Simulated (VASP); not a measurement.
Set up this calculation in VASP 6.6.1, as the native input.

```yaml
Task: single point
Functional: r2SCAN
Dispersion: D3(BJ)
Potentials_or_basis: VASP PAW PBE potentials, release 64 (C, H)
Cutoff: 520 eV
k_mesh: 1 × 1 × 1
Occupations: fermi-dirac, width 0.02 eV
Spin: no spin polarisation
Dipole_correction: no
Further_INCAR_settings: LREAL = Auto; ALGO = Normal; EDIFF = 1e-07; NBANDS = 58
```

Crystal: H4C.

```xyz
40
Lattice="8.6854 0.0000 0.0000 0.0000 8.6854 0.0000 0.0000 0.0000 8.6854" Properties=species:S:1:pos:R:3 pbc="T T T"
C     3.3800    2.3778    8.4387
C     6.7348    1.1283    2.9627
C     0.0707    7.3752    1.7941
C     8.5980    5.1001    5.8316
C     5.6483    3.9123    4.5509
C     0.1495    2.6737    8.2488
C     6.4201    8.1302    6.9885
C     2.4525    0.5761    2.5823
H     3.4545    3.4750    8.7066
H     2.5218    1.9534    8.9087
H     4.2638    1.8370    8.8818
H     3.2938    2.3235    7.3900
H     6.3362    0.9580    1.9947
H     6.0187    0.6588    3.6233
H     6.6949    2.2087    3.2314
H     7.6992    0.7244    3.1955
H     0.7271    7.1487    2.6250
H    -0.9698    7.1925    2.0753
H     0.3036    6.8912    0.8487
H     0.1338    8.4010    1.5724
H     9.6778    4.9302    5.7346
H     8.1626    5.3609    4.9048
H     8.3770    5.8431    6.5512
H     8.1270    4.1639    6.1374
H     6.5002    3.2123    4.6486
H     5.5443    4.1904    3.4889
H     5.8180    4.7926    5.2215
H     4.7195    3.3596    4.7433
H    -0.1012    2.6766    7.1917
H     0.5033    1.6795    8.4682
H    -0.7368    2.9132    8.8258
H     0.9711    3.3773    8.4511
H     5.4703    8.6106    6.9878
H     7.1942    8.7580    7.4854
H     6.6497    7.9216    5.9520
H     6.4105    7.1996    7.5183
H     3.1189    1.3075    3.0091
H     1.9740   -0.0632    3.2924
H     3.0336   -0.0673    1.9481
H     1.6995    1.0652    1.9771
```

The cell was built by a generator and needn't be a form met in nature.

The input as run:

POSCAR

```
H4C
1.0
    8.6854290000      0.0000000000      0.0000000000
    0.0000000000      8.6854290000      0.0000000000
    0.0000000000      0.0000000000      8.6854290000
C H
8 32
Direct
    0.3891575189      0.2737688605      0.9715927676
    0.7754136267      0.1299072274      0.3411115329
    0.0081400700      0.8491463116      0.2065643505
    0.9899338306      0.5872018527      0.6714233690
    0.6503190574      0.4504440713      0.5239695126
    0.0172127364      0.3078374137      0.9497285626
    0.7391805287      0.9360735089      0.8046234676
    0.2823694719      0.0663294812      0.2973140417
    0.3977351032      0.4000953781      1.0024375307
    0.2903483524      0.2249054134      1.0257063871
    0.4909141506      0.2115036574      1.0226092459
    0.3792328508      0.2675170104      0.8508503149
    0.7295206719      0.1102996755      0.2296605038
    0.6929651949      0.0758511756      0.4171699521
    0.7708197258      0.2542994710      0.3720484043
    0.8864501684      0.0834040552      0.3679150448
    0.0837149207      0.8230681524      0.3022303216
   -0.1116582727      0.8281110812      0.2389404139
    0.0349550955      0.7934207971      0.0977153806
    0.0154051113      0.9672521645      0.1810388410
    1.1142569929      0.5676403549      0.6602552390
    0.9398038945      0.6172291547      0.5647159167
    0.9644889159      0.6727474256      0.7542747745
    0.9357050757      0.4794121281      0.7066317622
    0.7484028711      0.3698493189      0.5352182373
    0.6383449799      0.4824632151      0.4016957596
    0.6698575281      0.5517977293      0.6011792854
    0.5433813344      0.3868087575      0.5461215560
   -0.0116516985      0.3081713062      0.8280189729
    0.0579476270      0.1933698382      0.9749892607
   -0.0848317337      0.3354123325      1.0161616657
    0.1118079487      0.3888466534      0.9730204461
    0.6298249632      0.9913845361      0.8045428729
    0.8283068113      1.0083554883      0.8618342283
    0.7656156075      0.9120562726      0.6852856664
    0.7380752292      0.8289285423      0.8656221817
    0.3590956762      0.1505394840      0.3464538136
    0.2272772019     -0.0072765548      0.3790716613
    0.3492746300     -0.0077486098      0.2242951960
    0.1956725454      0.1226421861      0.2276341215
```

INCAR.step1

```
  PREC = Accurate
  ENCUT = 520
  ISMEAR = -1
  SIGMA = 0.02
  LREAL = Auto
  LASPH = True
  NELM = 100
  NBANDS = 58
  GGA = PE
  ALGO = Normal
  EDIFF = 1E-4
  LWAVE = True
  LCHARG = False
```

INCAR.step2

```
  PREC = Accurate
  ENCUT = 520
  EDIFF = 1E-7
  ISMEAR = -1
  SIGMA = 0.02
  LREAL = Auto
  LASPH = True
  NELM = 100
  ALGO = Normal
  ISIF = 2
  LWAVE = False
  LCHARG = False
  METAGGA = R2SCAN
  LMIXTAU = True
  IVDW = 12
  VDW_S6 = 1.0
  VDW_S8 = 0.78981345
  VDW_A1 = 0.49484001
  VDW_A2 = 5.73083694
  NBANDS = 58
  ISTART = 1
```

KPOINTS

```
regular mesh
0
Gamma
  1 1 1
```

Potentials or basis: VASP PAW PBE potentials, release 64 (C, H).

Launch:

```bash
$ cat potpaw_PBE.64/C/POTCAR potpaw_PBE.64/H/POTCAR > POTCAR
$ cp INCAR.step1 INCAR
$ mpirun -np 1 vasp_gam > vasp.out
$ cp INCAR.step2 INCAR
$ mpirun -np 1 vasp_gam > vasp.out
```

It gave:

| Property | Result |
| --- | --- |
| Pressure | 0.7 GPa |
| Largest force | 2.714 eV/Å |
| Band gap on the k mesh | 7.82 eV, direct |
| Dispersion energy per atom | -0.010 eV |

Caveat: the PAW data sets were made with another functional, which shifts forces and pressure a little.

Wall time 5.1 min on 1 thread of Intel(R) Xeon(R) 6975P-C (Granite Rapids) (shared host), peak memory 0.75 GiB.
